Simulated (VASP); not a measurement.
# BaMgPF (P4/nmm) in VASP: further runs

The runs below take BaMgPF through relaxation of cell and atoms, with PBE, r2SCAN.

Program: VASP 6.6.1. These are calculated values, not measurements. Logs are shortened: lines on timing, memory, paths and dates and some standing lists are left out, and cuts for length are marked.

### 1 The structure

The structure is tetragonal, space group P4/nmm (No. 129). Conventional cell: a = 4.310 Å, b = 4.310 Å, c = 9.503 Å, α = 90.00°, β = 90.00°, γ = 90.00°. Ba (site symmetry 4mm) is surrounded by 4 F at 2.64 Å. Around P (site symmetry 4mm) lie 4 Mg at 2.60 Å. Mg (site symmetry -4m2) has 4 P at 2.60 Å as nearest neighbours. Around F (site symmetry -4m2) lie 4 Ba at 2.64 Å.

The cell comes from a database or a generator and needn't be the stable form of this composition.

### 2 Relaxation of cell and atoms, PBE

INCAR reads:

```
PREC = Accurate
ENCUT = 300
EDIFF = 1E-6
ISMEAR = 0
SIGMA = 0.03
LREAL = False
LASPH = True
NELM = 80
ALGO = Normal
ISIF = 3
LWAVE = False
LCHARG = False
GGA = PE
IBRION = 2
NSW = 90
EDIFFG = -0.01
KPAR = 2
```

KPOINTS reads:

```
regular mesh
0
Gamma
  3 3 2
```

POSCAR reads:

```
BaMgPF
1.0
    4.3097000000      0.0000000000      0.0000000000
    0.0000000000      4.3097000000      0.0000000000
    0.0000000000      0.0000000000      9.5032000000
Ba P Mg F
2 2 2 2
Direct
    0.5000000000      0.0000000000      0.1598200000
    0.0000000000      0.5000000000      0.8401800000
    0.5000000000      0.0000000000      0.6532000000
    0.0000000000      0.5000000000      0.3468000000
    0.5000000000      0.5000000000      0.5000000000
    0.0000000000      0.0000000000      0.5000000000
    0.5000000000      0.5000000000      0.0000000000
    0.0000000000      0.0000000000      0.0000000000
```

Potentials or basis: VASP PAW PBE potentials, release 64 (Ba_sv, P, Mg, F_s).

Run with:

```console
$ cat potpaw_PBE.64/Ba_sv/POTCAR potpaw_PBE.64/P/POTCAR potpaw_PBE.64/Mg/POTCAR potpaw_PBE.64/F_s/POTCAR > POTCAR
$ mpirun -np 2 vasp_std > vasp.out
```

OUTCAR:

```text
PREC = Accurate
   ENCUT = 300
   EDIFF = 1E-6
   ISMEAR = 0
   LREAL = False
   LASPH = True
   NELM = 80
   ISIF = 3
   GGA = PE
   IBRION = 2
   NSW = 90
   EDIFFG = -0.01

 ion  position               nearest neighbor table
   1  0.500  0.000  0.160-   7 2.64   8 2.64   7 2.64   8 2.64   4 3.53   4 3.53   4 3.53   4 3.53
                             5 3.89   6 3.89   5 3.89   6 3.89   2 4.30   2 4.30   2 4.30   2 4.30
   2  0.000  0.500  0.840-   7 2.64   8 2.64   8 2.64   7 2.64   3 3.53   3 3.53   3 3.53   3 3.53
                             5 3.89   5 3.89   6 3.89   6 3.89   1 4.30   1 4.30   1 4.30   1 4.30
   3  0.500  0.000  0.653-   5 2.60   6 2.60   5 2.60   6 2.60   2 3.53   2 3.53   2 3.53   2 3.53

   4  0.000  0.500  0.347-   5 2.60   6 2.60   6 2.60   5 2.60   1 3.53   1 3.53   1 3.53   1 3.53

   5  0.500  0.500  0.500-   3 2.60   4 2.60   3 2.60   4 2.60   6 3.05   6 3.05   6 3.05   6 3.05
                             2 3.89   1 3.89   2 3.89   1 3.89
   6  0.000  0.000  0.500-   3 2.60   4 2.60   4 2.60   3 2.60   5 3.05   5 3.05   5 3.05   5 3.05
                             1 3.89   2 3.89   2 3.89   1 3.89
   7  0.500  0.500  0.000-   1 2.64   2 2.64   1 2.64   2 2.64
   8  0.000  0.000  0.000-   1 2.64   2 2.64   2 2.64   1 2.64

  LATTYP: Found a simple tetragonal cell.
 ALAT       =     4.3097000000
 C/A-ratio  =     2.2050722788

  Lattice vectors:

 A1 = (   4.3097000000,   0.0000000000,   0.0000000000)
 A2 = (   0.0000000000,   4.3097000000,   0.0000000000)
 A3 = (   0.0000000000,   0.0000000000,   9.5032000000)

Analysis of symmetry for initial positions (statically):
=====================================================================
 Subroutine PRICEL returns:
 Original cell was already a primitive cell.

 Routine SETGRP: Setting up the symmetry group for a
 simple tetragonal supercell.

 Subroutine GETGRP returns: Found 16 space group operations
 (whereof  8 operations were pure point group operations)
 out of a pool of 16 trial point group operations.

The static configuration has the point symmetry D_2d.
 The point group associated with its full space group is D_4h.

Analysis of symmetry for dynamics (positions and initial velocities):
=====================================================================
 Subroutine PRICEL returns:
 Original cell was already a primitive cell.

 Routine SETGRP: Setting up the symmetry group for a
 simple tetragonal supercell.

 Subroutine GETGRP returns: Found 16 space group operations
 (whereof  8 operations were pure point group operations)
 out of a pool of 16 trial point group operations.

The dynamic configuration has the point symmetry D_2d.
 The point group associated with its full space group is D_4h.

 Subroutine INISYM returns: Found 16 space group operations
 (whereof  8 operations are pure point group operations),
 and found     1 'primitive' translations

----------------------------------------------------------------------------------------

                                     Primitive cell

  volume of cell :     176.5078

  direct lattice vectors                    reciprocal lattice vectors
     4.309700000  0.000000000  0.000000000     0.232034712  0.000000000  0.000000000
     0.000000000  4.309700000  0.000000000     0.000000000  0.232034712  0.000000000
     0.000000000  0.000000000  9.503200000     0.000000000  0.000000000  0.105227713

  length of vectors
     4.309700000  4.309700000  9.503200000     0.232034712  0.232034712  0.105227713

  position of ions in fractional coordinates (direct lattice)
     0.500000000  0.000000000  0.159820000
     0.000000000  0.500000000  0.840180000
     0.500000000  0.000000000  0.653200000
     0.000000000  0.500000000  0.346800000
     0.500000000  0.500000000  0.500000000
     0.000000000  0.000000000  0.500000000
     0.500000000  0.500000000  0.000000000
     0.000000000  0.000000000  0.000000000

  ion indices of the primitive-cell ions
   primitive index   ion index
                 1           1
                 2           2
                 3           3
                 4           4
                 5           5
                 6           6
                 7           7
                 8           8

----------------------------------------------------------------------------------------

 KPOINTS: regular mesh

Automatic generation of k-mesh.
 Grid dimensions read from file:
 generate k-points for:    3    3    2

 Generating k-lattice:

  Cartesian coordinates                     Fractional coordinates (reciprocal lattice)
     0.077344904  0.000000000  0.000000000     0.333333333  0.000000000  0.000000000
     0.000000000  0.077344904  0.000000000     0.000000000  0.333333333  0.000000000
     0.000000000  0.000000000  0.052613856     0.000000000  0.000000000  0.500000000

  Length of vectors
     0.077344904  0.077344904  0.052613856

  Shift w.r.t. Gamma in fractional coordinates (k-lattice)
     0.000000000  0.000000000  0.000000000

 Subroutine IBZKPT returns following result:
 ===========================================

 Found      6 irreducible k-points:

 Following reciprocal coordinates:
            Coordinates               Weight
  0.000000  0.000000  0.000000      1.000000
  0.333333  0.000000  0.000000      4.000000
  0.333333  0.333333  0.000000      4.000000
  0.000000  0.000000  0.500000      1.000000
  0.333333  0.000000  0.500000      4.000000
  0.333333  0.333333  0.500000      4.000000
   k-points           NKPTS =      6   k-points in BZ     NKDIM =      6   number of bands    NBANDS=     29
   number of dos      NEDOS =    301   number of ions     NIONS =      8
   total plane-waves  NPLWV =  31104
   dimension x,y,z NGX =    24 NGY =   24 NGZ =   54
   dimension x,y,z NGXF=    48 NGYF=   48 NGZF=  108
   ions per type =               2   2   2   2
   NGX,Y,Z   is equivalent  to a cutoff of   9.26,  9.26,  9.45 a.u.
   NGXF,Y,Z  is equivalent  to a cutoff of  18.52, 18.52, 18.89 a.u.
 SYSTEM =  unknown system
   PREC   = accura    normal or accurate (medium, high low for compatibility)
   ISTART =      0    job   : 0-new  1-cont  2-samecut
   ICHARG =      2    charge: 1-file 2-atom 10-const
   ISPIN  =      1    spin polarized calculation?
   LNONCOLLINEAR =      F non collinear calculations
   LSORBIT =      F    spin-orbit coupling
   LASPH  =      T    aspherical Exc in radial PAW
   ENCUT  =  300.0 eV  22.05 Ry    4.70 a.u.   6.09  6.09 13.42*2*pi/ulx,y,z
   NELM   =     80;   NELMIN=  2; NELMDL= -5     # of ELM steps
   EDIFF  = 0.1E-05   stopping-criterion for ELM
   LREAL  =      F    real-space projection
   EDIFFG = -.1E-01   stopping-criterion for IOM
   NSW    =     90    number of steps for IOM
   IBRION =      2    ionic relax: 0-MD 1-quasi-New 2-CG
   NFREE  =      1    steps in history (QN), initial steepest desc. (CG)
   ISIF   =      3    stress and relaxation
   ISYM   =      2    0-nonsym 1-usesym 2-fastsym
   POTIM  = 0.5000    time-step for ionic-motion
   TEBEG  =    0.0;   TEEND  =   0.0 temperature during run
   PSTRESS=    0.0 pullay stress
   NELECT =      48.0000    total number of electrons
   NUPDOWN=      -1.0000    fix difference up-down
   EMIN   =  10.00;   EMAX   =-10.00  energy-range for DOS
   EFERMI =   0.00;   METHOD = LEGACY
   ISMEAR =     0;   SIGMA  =   0.03  broadening in eV -4-tet -1-fermi 0-gaus
   EFERMI_NEDOS =   21; number of points for ismear=-14 and -15
   IALGO  =     38    algorithm
   IMIX   =      4    mixing-type and parameters
     AMIX     =   0.40;   BMIX     =  1.00
     AMIX_MAG =   1.60;   BMIX_MAG =  1.00
  volume/ion in A,a.u.               =      22.06       148.89
  Fermi-wavevector in a.u.,A,eV,Ry     =   1.060638  2.004316 15.305920  1.124953
  Thomas-Fermi vector in A             =   2.196026
   LORBIT       =      0    0 simple, 1 ext, 2 COOP (PROOUT), +10 PAW based schemes
   GGA     = PE    functional components
   LHFCALC =     F    Hartree Fock is set to
   AEXX    =    0.0000 exact exchange contribution
   IVDW    =     0    specifies the selected vdW correction
   LEPSILON=     F    determine dielectric tensor
   LRPA    =     F    only Hartree local field effects (RPA)
 conjugate gradient relaxation of ions
 non-spin polarized calculation
 Gauss-broadening in eV      SIGMA  =   0.03
  energy-cutoff  :      300.00
  volume of cell :      176.51
 maximum number of plane-waves:      2094
   NGX = 13   NGY = 13   NGZ = 27

--------------------------------------- Ionic step        1  -------------------------------------------

 number of electron      48.0000088 magnetization

 Free energy of the ion-electron system (eV)
  ---------------------------------------------------
  ext. energy  EPLUGINS =         0.00000000
  ---------------------------------------------------
  free energy    TOTEN  =       -37.49223827 eV

  energy without entropy =      -37.49223827  energy(sigma->0) =      -37.49223827

 E-fermi :   2.8399     XC(G=0):  -9.0782

 val. band max:        2.6983544456   @ k =   0.0000   0.0000   0.0000
 cond. band min:       4.4263196629   @ k =   0.0000   0.0000   0.0000
 fundamental gap:      1.7279652173
 Fermi energy:         2.8399152514

 k-point     1 :       0.0000    0.0000    0.0000
  band No.  band energies     occupation
      1     -24.4164      2.00000
      2     -24.2257      2.00000
      3     -20.4673      2.00000
      4     -20.4104      2.00000
      5      -9.5398      2.00000
      6      -9.5398      2.00000
[... 472 lines left out ...]
  energy  without entropy=      -37.5128149765  energy(sigma->0) =      -37.51281498

--------------------------------------- Ionic step        8  -------------------------------------------

 number of electron      48.0000010 magnetization

 Free energy of the ion-electron system (eV)
  ---------------------------------------------------
  ext. energy  EPLUGINS =         0.00000000
  ---------------------------------------------------
  free energy    TOTEN  =       -37.51284872 eV

  energy without entropy =      -37.51284872  energy(sigma->0) =      -37.51284872

 E-fermi :   2.7872     XC(G=0):  -9.0180

 val. band max:        2.5607700825   @ k =   0.0000   0.0000   0.0000
 cond. band min:       4.3496423503   @ k =   0.0000   0.0000   0.0000
 fundamental gap:      1.7888722677
 Fermi energy:         2.7871501833

 k-point     1 :       0.0000    0.0000    0.0000
  band No.  band energies     occupation
      1     -24.5107      2.00000
      2     -24.3591      2.00000
      3     -20.3958      2.00000
      4     -20.3125      2.00000
      5      -9.6312      2.00000
      6      -9.6312      2.00000
[... 216 lines left out ...]
  FREE ENERGIE OF THE ION-ELECTRON SYSTEM (eV)
  ---------------------------------------------------
  free  energy   TOTEN  =       -37.5128487185 eV

  energy  without entropy=      -37.5128487185  energy(sigma->0) =      -37.51284872

 reached required accuracy - stopping structural energy minimisation
```

It took 44 s on 2 MPI ranks of Intel Xeon Platinum 8259CL at 2.50GHz (Skylake/Cascade Lake), shared host; peak memory 0.17 GiB.

These settings aren't checked as converged: the numbers below hold their error.

What came out:

```yaml
Free_energy: -37.5128 eV
Relaxed_volume: 22.37 Å³/atom
Relaxed_cell: a = 4.345 Å, b = 4.345 Å, c = 9.479 Å, α = 90.00°, β = 90.00°, γ = 90.00°
Space_group_after_relaxing_to_0.05_Å: P4/nmm (No. 129)
Energy_gained_by_relaxing: 2.6 meV/atom
Ionic_steps: 8
Largest_force_after_relaxing: 0.009 eV/Å
Band_gap_on_the_k_mesh: 1.79 eV, direct
```

Caveat: the k mesh is coarse (spacing up to 0.49 Å⁻¹), so the values aren't converged; the cutoff is under 1.25 times the usual one of these potentials, so pressure, stress and relaxed cells hold a basis-set (Pulay) error; spin-orbit coupling is left out, which moves the levels of the heavy elements; an odd mesh through Γ misses points on the zone boundary, where band edges often lie.

### 3 Relaxation of cell and atoms, PBE

This run uses another cell than the first one, of 22.37 Å³/atom, 1.014 times its volume.

INCAR, as its differences from that of step 2:

```diff
@@ -2,3 +2,3 @@
 ENCUT = 300
-EDIFF = 1E-6
+EDIFF = 1E-7
 ISMEAR = 0
@@ -15,3 +15,3 @@
 NSW = 90
-EDIFFG = -0.01
+EDIFFG = -0.005
 KPAR = 2
```

KPOINTS is that of step 2.

POSCAR reads:

```
BaMgPF                                  
1.0
    4.3453566963     -0.0000000000      0.0000000000
    0.0000000000      4.3453566963      0.0000000000
    0.0000000000     -0.0000000000      9.4789589731
  Ba              P               Mg              F             
     2     2     2     2
Direct
     0.5000000000000000    0.0000000000000000    0.1629926636741236
     0.0000000000000000    0.5000000000000000    0.8370073363258764
     0.5000000000000000    0.0000000000000000    0.6512868099971321
     0.0000000000000000    0.5000000000000000    0.3487131900028678
     0.5000000000000000    0.5000000000000000    0.5000000000000000
     0.0000000000000000    0.0000000000000000    0.5000000000000000
     0.5000000000000000    0.5000000000000000    1.0000000000000000
     0.0000000000000000    1.0000000000000000    0.0000000000000000
```

Potentials or basis: VASP PAW PBE potentials, release 64 (Ba_sv, P, Mg, F_s).

Run with:

```console
$ cat potpaw_PBE.64/Ba_sv/POTCAR potpaw_PBE.64/P/POTCAR potpaw_PBE.64/Mg/POTCAR potpaw_PBE.64/F_s/POTCAR > POTCAR
$ mpirun -np 2 vasp_std > vasp.out
```

It took 34 s on 2 MPI ranks of Intel Xeon Platinum 8259CL at 2.50GHz (Skylake/Cascade Lake), shared host; peak memory 0.2 GiB.

These settings aren't checked as converged: the numbers below hold their error.

Results:

```
Free energy                            : -37.5275 eV
Relaxed volume                         : 22.42 Å³/atom
Relaxed cell                           : a = 4.350 Å, b = 4.350 Å, c = 9.478 Å, α = 90.00°, β = 90.00°, γ = 90.00°
Space group after relaxing (to 0.05 Å) : P4/nmm (No. 129)
Energy gained by relaxing              : 0.0 meV/atom
Ionic steps                            : 5
Band gap on the k mesh                 : 1.79 eV, direct
```

Caveat: the k mesh is coarse (spacing up to 0.48 Å⁻¹), so the values aren't converged; the cutoff is under 1.25 times the usual one of these potentials, so pressure, stress and relaxed cells hold a basis-set (Pulay) error; spin-orbit coupling is left out, which moves the levels of the heavy elements; an odd mesh through Γ misses points on the zone boundary, where band edges often lie.

### 4 Relaxation of cell and atoms, r2SCAN

INCAR reads:

```
PREC = Accurate
ENCUT = 600
EDIFF = 1E-6
ISMEAR = 0
SIGMA = 0.03
LREAL = F
LASPH = T
NELM = 80
ALGO = Normal
ISIF = 3
LWAVE = F
LCHARG = F
METAGGA = R2SCAN
LMIXTAU = T
IBRION = 2
NSW = 90
EDIFFG = -0.01
KPAR = 2
```

KPOINTS reads:

```
regular mesh
0
Gamma
  6 6 4
```

POSCAR reads:

```
BaMgPF
1.0
    4.3097000000      0.0000000000      0.0000000000
    0.0000000000      4.3097000000      0.0000000000
    0.0000000000      0.0000000000      9.5032000000
Ba P Mg F
2 2 2 2
Direct
    0.5000000000      0.0000000000      0.1598200000
    0.0000000000      0.5000000000      0.8401800000
    0.5000000000      0.0000000000      0.6532000000
    0.0000000000      0.5000000000      0.3468000000
    0.5000000000      0.5000000000      0.5000000000
    0.0000000000      0.0000000000      0.5000000000
    0.5000000000      0.5000000000      0.0000000000
    0.0000000000      0.0000000000      0.0000000000
```

Potentials or basis: VASP PAW PBE potentials, release 64 (Ba_sv, P, Mg, F).

Run with:

```console
$ cat potpaw_PBE.64/Ba_sv/POTCAR potpaw_PBE.64/P/POTCAR potpaw_PBE.64/Mg/POTCAR potpaw_PBE.64/F/POTCAR > POTCAR
$ mpirun -np 2 vasp_std > vasp.out
```

Run time: 9.1 min. Hardware: 2 MPI ranks of Intel Xeon 6975P-C (Granite Rapids), shared host; peak memory 0.5 GiB.

The run converged. Its results:

| Quantity | Value |
| --- | --- |
| Free energy | -103.5521 eV |
| Relaxed volume | 22.35 Å³/atom |
| Relaxed cell | a = 4.326 Å, b = 4.326 Å, c = 9.553 Å, α = 90.00°, β = 90.00°, γ = 90.00° |
| Space group after relaxing (to 0.05 Å) | P4/nmm (No. 129) |
| Energy gained by relaxing | 1.1 meV/atom |
| Ionic steps | 6 |
| Pressure after relaxing | 0.0 GPa |
| Largest force after relaxing | 0.008 eV/Å |
| Band gap on the k mesh | 2.13 eV, direct |

Forces on the atoms (eV/Å):
```
Ba   0.000  0.000  0.008
Ba   0.000  0.000 -0.008
P    0.000  0.000  0.002
P    0.000  0.000 -0.002
Mg   0.000  0.000  0.000
Mg   0.000  0.000  0.000
F    0.000  0.000  0.000
F    0.000  0.000  0.000
```

Stress tensor (GPa, compression positive):
```
-0.02  0.00  0.00
 0.00 -0.02  0.00
 0.00  0.00  0.06
```

The path:
| step | energy change (eV) | largest force (eV/Å) | pressure (GPa) | volume (Å³) |
| --- | --- | --- | --- | --- |
| 1 | 0.0000 | 0.1244 | 0.67 | 176.51 |
| 2 | -0.0059 | 0.1405 | -0.16 | 178.88 |
| 3 | -0.0059 | 0.1388 | -0.11 | 178.74 |
| 4 | -0.0077 | 0.0858 | -0.06 | 178.76 |
| 5 | -0.0089 | 0.0121 | 0.00 | 178.79 |
| 6 | -0.0089 | 0.0085 | 0.01 | 178.80 |

Final structure:
```cif
data_structure
_symmetry_space_group_name_H-M 'P 1'
_symmetry_Int_Tables_number 1
_cell_length_a 4.3262
_cell_length_b 4.3262
_cell_length_c 9.5530
_cell_angle_alpha 90.000
_cell_angle_beta 90.000
_cell_angle_gamma 90.000
_cell_volume 178.80
loop_
_atom_site_label
_atom_site_type_symbol
_atom_site_fract_x
_atom_site_fract_y
_atom_site_fract_z
_atom_site_occupancy
Ba1 Ba 0.50000 0.00000 0.16087 1
Ba2 Ba 0.00000 0.50000 0.83913 1
P1 P 0.50000 0.00000 0.65053 1
P2 P 0.00000 0.50000 0.34947 1
Mg1 Mg 0.50000 0.50000 0.50000 1
Mg2 Mg 0.00000 0.00000 0.50000 1
F1 F 0.50000 0.50000 0.00000 1
F2 F 0.00000 0.00000 0.00000 1
```

Levels at points of the mesh, in eV from the valence-band top:
```csv
k point,band 22,band 23,band 24,band 25,band 26,band 27
"(0.00, 0.00, 0.00)",-0.42,0.00,0.00,2.13,2.65,3.40
"(0.50, 0.00, 0.00)",-0.52,-0.51,-0.51,3.55,3.55,3.85
"(0.50, 0.50, 0.00)",-1.47,-1.40,-1.40,2.83,2.83,4.57
"(0.00, 0.00, 0.50)",-0.68,0.00,0.00,2.41,3.01,3.15
"(0.50, 0.00, 0.50)",-0.52,-0.48,-0.48,3.73,3.73,3.95
"(0.50, 0.50, 0.50)",-1.49,-1.37,-1.37,3.06,3.06,4.69
```

Caveat: the PAW data sets were made with another functional, which shifts forces and pressure a little; spin-orbit coupling is left out, which moves the levels of the heavy elements. r2SCAN opens gaps a little over a GGA but as a rule still falls short of measured ones.
